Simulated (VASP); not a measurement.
Method: r2SCAN meta-GGA, VASP's PBE PAW potentials (set 64) (plane waves; VASP). Each cell was relaxed at this level, without spin-orbit coupling.

Problem. Which of these comes out without a gap?
A) PbS, Fm-3m (225)
B) MgI2, P-3m1 (164)
C) NaH, Fm-3m (225)
D) Ru, P6_3/mmc (194)

Solution. D, Ru, P6_3/mmc (194). The others have gaps of 4.20 eV (MgI2, P-3m1 (164)), 0.70 eV (PbS, Fm-3m (225)), 4.44 eV (NaH, Fm-3m (225)).
